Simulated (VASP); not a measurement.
LiHgS:

```
Li Hg S
1.0
     3.49639    0.00000    0.00000
     0.00000    3.49639    0.00000
     0.00000    0.00000    6.23433
Li Hg S
1 1 1
Direct
  0.50000 0.50000 0.50000
  0.00000 0.00000 0.00000
  0.00000 0.00000 0.50000
```

The cell was built by a generator and needn't be a form met in nature.

- Program: VASP 6.6.1
- Task: relaxation of cell and atoms
- Functional: PBE
- Potentials or basis: VASP PAW PBE potentials, release 64 (Li_sv, Hg, S)
- Cutoff: 600 eV
- k mesh: 8 × 8 × 5
- Occupations: gaussian, width 0.05 eV
- Spin: no spin polarisation

At the start: pressure -2.2 GPa; volume 25.40 Å³/atom.

Question: Where does the relaxation end?

Answer: Over 10 steps the energy falls by 145.8 meV/atom and the volume is 23.07 Å³/atom (-9.2 %); space group P4/mmm (No. 123, to 0.05 Å).

The path:
```
step  energy change (eV)  largest force (eV/Å)  pressure (GPa)  volume (Å³)
   1              0.0000                0.0000           -2.19        76.21
   2             -0.1431                0.0000           -1.67        72.40
   3             -0.3745                0.0000            0.71        65.41
   4              1.2722                0.0000           26.21        51.76
   5             -0.3845                0.0000            1.21        64.67
   6             -0.3884                0.0000            1.88        63.80
   7             -0.4192                0.0000            1.71        65.51
   8             -0.4191                0.0000            1.70        65.57
   9             -0.4375                0.0000           -0.03        69.31
  10             -0.4375                0.0000            0.01        69.20
```

Final structure:
```
Li Hg S
1.0
     3.62426    0.00000    0.00000
     0.00000    3.62426    0.00000
     0.00000    0.00000    5.26840
Li Hg S
1 1 1
Direct
  0.50000 0.50000 0.50000
  0.00000 0.00000 0.00000
  0.00000 0.00000 0.50000
```

Caveat: the cutoff is under 1.25 times the usual one of these potentials, so pressure, stress and relaxed cells hold a basis-set (Pulay) error.
